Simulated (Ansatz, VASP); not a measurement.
# Cross-check of BiAs between VASP and Ansatz, part 2 of 2

One calculation is typed for both programs; each brings its own data sets. How far apart do they land? The cell is generated by rule, not measured, and may not be a known phase. Of the first pair: The cell is taken from a series of runs on this material, whose earlier steps may have relaxed, scaled, displaced or heated it; both programs get it as it stands.

VASP 6.6.1 and Ansatz 0.2.0.

So far: The starting structure; VASP: relaxation of cell and atoms, PBE, pair 1; Ansatz: relaxation of cell and atoms, PBE, pair 1; Comparison.

**5. VASP: relaxation of cell and atoms, PBE, pair 2**

Level of this step: PBE; plane waves and PAW (Bi_d, As); invented cell (VASP).

The relaxed volume is the usual yardstick between codes: in a stiff, nearly cubic crystal its relative difference is about their pressure difference at one cell divided by the bulk modulus. Its start cell is another than that of the pair before, and may be another structure of the material.

Input file INCAR:

```
SYSTEM = BiAs
PREC = Accurate
ENCUT = 500
EDIFF = 1E-07
NELM = 120
ISMEAR = 1
SIGMA = 0.2
LREAL = .FALSE.
ALGO = Normal
GGA = PE
NBANDS = 16
LORBIT = 11
LWAVE = .FALSE.
LCHARG = .FALSE.
ISIF = 3
IBRION = 2
NSW = 80
EDIFFG = -0.005
LASPH = .TRUE.
GGA_COMPAT = .FALSE.
NELMIN = 4
EFERMI = MIDGAP
KPAR = 2
```

Input file POSCAR:

```
BiAs
1.0
    0.0000000000      3.1399783755      3.0138683666
    3.0138683666      0.0000000000      3.0138683666
    3.0138683666      3.1399783755      0.0000000000
Bi As
1 1
Direct
    0.9824713846      0.0175286154      0.9824713846
    0.5409203198      0.4590796802      0.5409203198
```

Input file KPOINTS:

```
Automatic mesh
0
Gamma
12 12 12
0 0 0
```

Potentials, in the order of the species: Bi_d and As (PBE family, release 64).

On the command line:

```bash
mpirun -np 2 vasp_std
```

Numbers of over 12 decimals in the logs are rounded to 6 here.

Output:

```text
[... set-up lines as in an earlier step ...]
 entering main loop
       N       E                     dE             d eps       ncg     rms          rms(c)
DAV:   1     0.143177507345E+03    0.14318E+03   -0.99158E+03  5232   0.128E+03
DAV:   2     0.884243139045E+00   -0.14229E+03   -0.13941E+03  5688   0.339E+02
DAV:   3    -0.855354182598E+01   -0.94378E+01   -0.93873E+01  6744   0.883E+01
DAV:   4    -0.875282815357E+01   -0.19929E+00   -0.19987E+00  6328   0.145E+01
[...]
DAV:  12    -0.858731497898E+01   -0.19073E-06   -0.43428E-06  6960   0.125E-02    0.487E-03
DAV:  13    -0.858731467804E+01    0.30094E-06   -0.34262E-07  6680   0.361E-03    0.131E-03
DAV:  14    -0.858731474596E+01   -0.67926E-07   -0.42953E-08  4144   0.219E-03
   1 F= -.85873147E+01 E0= -.85882513E+01  d E =-.858731E+01
[...]
N       E                     dE             d eps       ncg     rms          rms(c)
DAV:   1    -0.858739427015E+01   -0.79592E-04   -0.22140E-03  6864   0.695E-01    0.473E-02
DAV:   2    -0.858732674750E+01    0.67523E-04   -0.12711E-04  6696   0.175E-01    0.200E-02
DAV:   3    -0.858731317713E+01    0.13570E-04   -0.58918E-05  7024   0.107E-01    0.305E-03
DAV:   4    -0.858731381184E+01   -0.63471E-06   -0.17641E-06  6104   0.127E-02    0.182E-03
DAV:   5    -0.858731454800E+01   -0.73617E-06   -0.25022E-07  5968   0.528E-03    0.498E-04
DAV:   6    -0.858731465201E+01   -0.10401E-06   -0.46874E-08  3240   0.248E-03    0.173E-04
DAV:   7    -0.858731460574E+01    0.46268E-07   -0.14930E-08  3072   0.135E-03
   2 F= -.85873146E+01 E0= -.85882502E+01  d E =0.140222E-06
 trial-energy change:    0.000000  1 .order   -0.000000   -0.000007    0.000006
 step:   0.5180(harm=  0.5180)  dis= 0.00003  next Energy=    -8.587316 (dE=-0.170E-05)
 reached required accuracy - stopping structural energy minimisation
```

Parts of OUTCAR (step 5):

```text
  Total        0.0081050      0.0095784      0.0081050      0.0000000      0.0000000      0.0000000
  in kB        0.2277935      0.2692052      0.2277935      0.0000000      0.0000000      0.0000000
  external PRESSURE =       0.2415974 kB  Pullay stress =       0.0000000 kB

 POSITION                                       TOTAL-FORCE (eV/Angst)
 -----------------------------------------------------------------------------------
      3.01334      6.16792      3.01334         0.000000      0.003118      0.000000
      3.01334      3.39596      3.01334         0.000000     -0.003118      0.000000
 -----------------------------------------------------------------------------------
    total drift:                               -0.000000     -0.000111     -0.000000

  FREE ENERGIE OF THE ION-ELECTRON SYSTEM (eV)
  ---------------------------------------------------
  free  energy   TOTEN  =        -8.5873146057 eV

  energy  without entropy=       -8.5901214549  energy(sigma->0) =       -8.58825022

[... 1 part as in an earlier step ...]

[... 3 further parts left out ...]
[key lines of the parts left out:]
E-fermi :   6.1213
```

The gap is under twice the smearing width, so the edge states are partly filled and the run can't tell a small gap from a semimetal. Methfessel-Paxton smearing is not meant for a cell with a gap.

**6. Ansatz: relaxation of cell and atoms, PBE, pair 2**

Its own start cell and the same functional, mesh and smearing now go to Ansatz, which takes its cutoff from its data sets.

The two relaxations start from unlike cells of this crystal (the structure described is Ansatz's start), so only their ends are compared.

Input file input.yaml:

```yaml
crystal:
  lattice:
    - [0.0, 3.0166250921, 3.0166250921]
    - [3.0166250921, 0.0, 3.0166250921]
    - [3.0166250921, 3.0166250921, 0.0]
  atoms:
    - { symbol: Bi, position: [-0.013072926, 0.013072926, -0.013072926] }
    - { symbol: As, position: [0.5364645909, 0.4635354091, 0.5364645909] }
kpoints:
  mp_grid: { grid: [12, 12, 12] }
hamiltonian:
  xc: pbe
scf:
  occupations: { method: methfessel_paxton, width: 0.2 }
output:
  forces: true
  stress: true
  eigenvalues: true
relax:
  adjacent_minimum: "off"
  f_tol: 0.002
  max_steps: 120
  cell: { stress_tol: 0.03 }
```

On the command line:

```bash
ansatz run input.yaml --threads 4 --pin off --max-ram 7168MiB --backend cpu --events-out ev --progress --plain --runs-dir out
```

Output:

```text
[...]
Crystal: 2 atoms, lattice volume = 54.903 Å³
Basis set: ecut = 420 eV, 1067 PW (Γ), exchange–correlation on 60×60×60 points (8 copies of the dense FFT grid, shifted against one another)
Bands: 19, of which v1, the nominal top of the filled ones, is band 15 counted from 1 (14 counted from 0)
Symmetry: 8 space group operations
[...]
k-points: 163 of 1728 (time reversal used)
[...]
k-point 162: bands = [... 11 lower, 0.5364, 5.0952, 6.6246, 6.6246, 12.9081, 15.2271, 15.2271, 16.4008]
--- Relaxed structure (5 steps of the walk, 5 accepted, 1 SCFs on fresh bases) ---
[...]
cell:  # Å, volume = 57.0122 Å³
    - [0, 3.138731, 3.013643]
    - [3.013643, 0, 3.013643]
    - [3.013643, 3.138731, 0]
  atoms:
    - { symbol: Bi, position: [-0.017624, 0.017624, -0.017624] }
    - { symbol: As, position: [0.541016, 0.458984, 0.541016] }
[key lines of the parts left out:]
SCF converged after 5 iterations
Free energy (F): -17252.714254 eV
Fermi energy:    10.211561 eV
P = ⅓ Tr σ = 0.0016 GPa (0.016 kbar)
```

**7. Differences**

What differs besides the data sets and the points named for the pairs above, as far as they apply: the data sets hold 30 valence electrons in Ansatz (on its default PAW (the set named soft_2) files) and 20 in VASP. Total energies have different zeros and are not compared.

The two programs side by side:

```tsv
quantity	Ansatz	VASP	difference
volume (Å³)	57.01	57.01	+0.01 %
edge a after relaxation, in the typed setting (Å)	4.351	4.351	+0.00 %
edge b after relaxation, in the typed setting (Å)	4.262	4.261	+0.01 %
```

**8. VASP: relaxation of cell and atoms, PBE, pair 3**

The relaxed volume is the usual yardstick between codes: in a stiff, nearly cubic crystal its relative difference is about their pressure difference at one cell divided by the bulk modulus. This pair takes another cell of the material, with 8 atoms against 2 for the pair before.

INCAR, as its differences from that of step 5:

```diff
@@ -10,3 +10,3 @@
 GGA = PE
-NBANDS = 16
+NBANDS = 49
 LORBIT = 11
@@ -21,3 +21,2 @@
 NELMIN = 4
-EFERMI = MIDGAP
 KPAR = 2
```

Input file POSCAR:

```
BiAs
1.0
    3.0145970000     -3.0248810000      0.0000000000
    3.0145970000      3.0248810000      0.0000000000
    0.0000000000      0.0000000000     12.0822590000
Bi As
4 4
Direct
    0.5000000000      0.5000000000      0.4999999586
    0.5000000000      0.5000000000      0.0000000000
    0.0222459991      0.9777540009      0.7499999793
    0.9777540009      0.0222459991      0.2500000207
    0.4984850644      0.5015149356      0.7499999793
    0.5015149356      0.4984850644      0.2500000207
    0.0000000000      0.0000000000      0.0000000000
    0.0000000000      0.0000000000      0.4999999586
```

Input file KPOINTS:

```
Automatic mesh
0
Gamma
8 8 4
0 0 0
```

On the command line:

```bash
mpirun -np 2 vasp_std
```

Output:

```text
[banner, memory and clock lines left out]
running    2 mpi-ranks, on    1 nodes
[...]
LDA part: xc-table for (Slater+PW92), standard interpolation
 POSCAR, INCAR and KPOINTS ok, starting setup
[...]
entering main loop
       N       E                     dE             d eps       ncg     rms          rms(c)
DAV:   1     0.858377477156E+03    0.85838E+03   -0.37663E+04  6174   0.173E+03
DAV:   2     0.790560479804E+02   -0.77932E+03   -0.75739E+03  6190   0.474E+02
DAV:   3    -0.283898962986E+02   -0.10745E+03   -0.10240E+03  7412   0.186E+02
DAV:   4    -0.345467620128E+02   -0.61569E+01   -0.59926E+01  7163   0.434E+01
[...]
DAV:  14    -0.340718779279E+02   -0.78815E-06   -0.31380E-07  5387   0.465E-03    0.109E-03
DAV:  15    -0.340718781952E+02   -0.26728E-06   -0.17072E-07  4743   0.225E-03    0.427E-04
DAV:  16    -0.340718781856E+02    0.96115E-08   -0.33998E-08  4108   0.143E-03
   1 F= -.34071878E+02 E0= -.34075655E+02  d E =-.340719E+02
[...]
N       E                     dE             d eps       ncg     rms          rms(c)
DAV:   1    -0.340720948214E+02   -0.21663E-03   -0.79329E-03  8128   0.774E-01    0.782E-02
DAV:   2    -0.340719305173E+02    0.16430E-03   -0.44842E-04  7954   0.193E-01    0.332E-02
DAV:   3    -0.340718908269E+02    0.39690E-04   -0.18335E-04  8166   0.119E-01    0.485E-03
DAV:   4    -0.340718892539E+02    0.15729E-05   -0.77069E-06  7373   0.180E-02    0.237E-03
DAV:   5    -0.340718880167E+02    0.12373E-05   -0.69650E-07  7278   0.556E-03    0.128E-03
DAV:   6    -0.340718872938E+02    0.72284E-06   -0.10858E-07  4096   0.204E-03    0.367E-04
DAV:   7    -0.340718873015E+02   -0.76398E-08   -0.30201E-08  3898   0.140E-03
   2 F= -.34071887E+02 E0= -.34075682E+02  d E =-.911586E-05
 trial-energy change:   -0.000009  1 .order   -0.000010   -0.000024    0.000004
 step:   0.8212(harm=  0.8513)  dis= 0.00026  next Energy=   -34.071888 (dE=-0.950E-05)
 reached required accuracy - stopping structural energy minimisation
```

OUTCAR, selected parts (step 8):

```text
  Total       -0.0123952     -0.0212031     -0.0130478      0.0000000      0.0000000      0.0000000
  in kB       -0.0900768     -0.1540843     -0.0948189      0.0000000      0.0000000      0.0000000
  external PRESSURE =      -0.1129933 kB  Pullay stress =       0.0000000 kB

 POSITION                                       TOTAL-FORCE (eV/Angst)
 -----------------------------------------------------------------------------------
      3.01514      0.00000      6.04196         0.000000      0.000000      0.000000
      3.01514      0.00000     12.08392         0.000000      0.000000      0.000000
      3.01514      2.89127      9.06294         0.000000      0.004204      0.000000
      3.01514     -2.89127      3.02098         0.000000     -0.004204     -0.000000
      3.01514      0.00889      9.06294         0.000000     -0.003427     -0.000000
      3.01514     -0.00889      3.02098         0.000000      0.003427     -0.000000
      3.01514     -3.02557     12.08392         0.000000      0.000000      0.000000
      3.01514     -3.02557      6.04196         0.000000      0.000000      0.000000
 -----------------------------------------------------------------------------------
    total drift:                                0.000000     -0.000019      0.001747

  FREE ENERGIE OF THE ION-ELECTRON SYSTEM (eV)
  ---------------------------------------------------
  free  energy   TOTEN  =       -34.0718873015 eV

  energy  without entropy=      -34.0832710761  energy(sigma->0) =      -34.07568189

[... 1 part as in an earlier step ...]

[... 3 further parts left out ...]
[key lines of the parts left out:]
E-fermi :   6.1292
```

**9. Ansatz: relaxation of cell and atoms, PBE, pair 3**

The same cell, functional, mesh and smearing now go to Ansatz, which takes its cutoff from its data sets.

The cell is taken from a series of runs on this material, whose earlier steps may have relaxed, scaled, displaced or heated it; both programs get it as it stands.

Input file input.yaml:

```yaml
crystal:
  lattice:
    - [3.0145971432, -3.0248807307, 0.0]
    - [3.0145971432, 3.0248807307, 0.0]
    - [0.0, 0.0, 12.082258672]
  atoms:
    - { symbol: Bi, position: [0.5, 0.5, 0.5] }
    - { symbol: Bi, position: [0.5, 0.5, 0.0] }
    - { symbol: Bi, position: [0.0222458855, 0.9777541145, 0.75] }
    - { symbol: Bi, position: [0.9777541145, 0.0222458855, 0.25] }
    - { symbol: As, position: [0.4984850945, 0.5015149055, 0.75] }
    - { symbol: As, position: [0.5015149055, 0.4984850945, 0.25] }
    - { symbol: As, position: [0.0, 0.0, 0.0] }
    - { symbol: As, position: [0.0, 0.0, 0.5] }
kpoints:
  mp_grid: { grid: [8, 8, 4] }
hamiltonian:
  xc: pbe
scf:
  occupations: { method: methfessel_paxton, width: 0.2 }
output:
  forces: true
  stress: true
  eigenvalues: true
relax:
  adjacent_minimum: "off"
  f_tol: 0.001
  max_steps: 60
  cell: { stress_tol: 0.01 }
```

On the command line:

```bash
ansatz run input.yaml --threads 4 --pin off --max-ram 7168MiB --backend cpu --events-out ev --progress --plain --runs-dir out
```

Output:

```text
[...]
Crystal: 8 atoms, lattice volume = 220.351 Å³
Basis set: ecut = 420 eV, 4281 PW (Γ), exchange–correlation on 60×60×162 points (8 copies of the dense FFT grid, shifted against one another)
Bands: 72, of which v1, the nominal top of the filled ones, is band 60 counted from 1 (59 counted from 0)
Symmetry: 8 space group operations
[...]
k-points: 63 of 256
[...]
- [0.0, 0.0, 12.082258672]
  atoms:
    - { symbol: Bi, position: [0.5, 0.5, 0.5] }
    - { symbol: Bi, position: [0.5, 0.5, 0.0] }
    - { symbol: Bi, position: [0.022246, 0.977754, 0.75] }
    - { symbol: Bi, position: [0.977754, 0.022246, 0.25] }
    - { symbol: As, position: [0.4984850945, 0.5015149055, 0.75] }
    - { symbol: As, position: [0.5015149055, 0.4984850945, 0.25] }
    - { symbol: As, position: [0.0, 0.0, 0.0] }
    - { symbol: As, position: [0.0, 0.0, 0.5] }
[key lines of the parts left out:]
SCF converged after 7 iterations
Free energy (F): -69010.577239 eV
Fermi energy:    10.372637 eV
P = ⅓ Tr σ = 0.0004 GPa (0.004 kbar)
```

**10. Comparison**

What differs besides the data sets and the points named for the pairs above, as far as they apply: the data sets hold 120 valence electrons in Ansatz (on its default PAW (the set named soft_2) files) and 80 in VASP. Total energies have different zeros and are not compared.

Compared:

```tsv
quantity	Ansatz	VASP	difference
volume (Å³)	220.35	220.47	-0.05 %
edge a after relaxation, in the typed setting (Å)	4.271	4.271	-0.02 %
edge c after relaxation, in the typed setting (Å)	12.082	12.084	-0.01 %
```

**11. What came out**

| Property | Result |
| --- | --- |
| difference in volume (relaxation of cell and atoms, PBE, pair 1) | 0.072 % |
| difference in volume (relaxation of cell and atoms, PBE, pair 2) | 0.011 % |
| difference in volume (relaxation of cell and atoms, PBE, pair 3) | -0.055 % |

In words: The difference in volume is 0.072 % (relaxation of cell and atoms, PBE, pair 1), within the 1.2 % picked in this series as the mark of a large difference, as far as the stopping tolerances let one tell. The data sets hold unlike numbers of valence electrons (30 in Ansatz and 20 in VASP and 120 in Ansatz and 80 in VASP), so part of the differences comes from the potentials. 4 further runs of this series are not shown here. How closely two codes agree says nothing of how well the functional describes the real material.

[Lines on the potential files, build, host, timing and source positions are cut from VASP's logs without a mark.]

[Logs are printed without paths, hosts, clocks, repeated set-up lines and the standing remarks that a program may print on its own settings, such as how far it seeks lower states.]

[Hosts, paths, dates, database ids (printed as entryN), source tags and the programs' standing remarks are cut or masked in the printed files.]
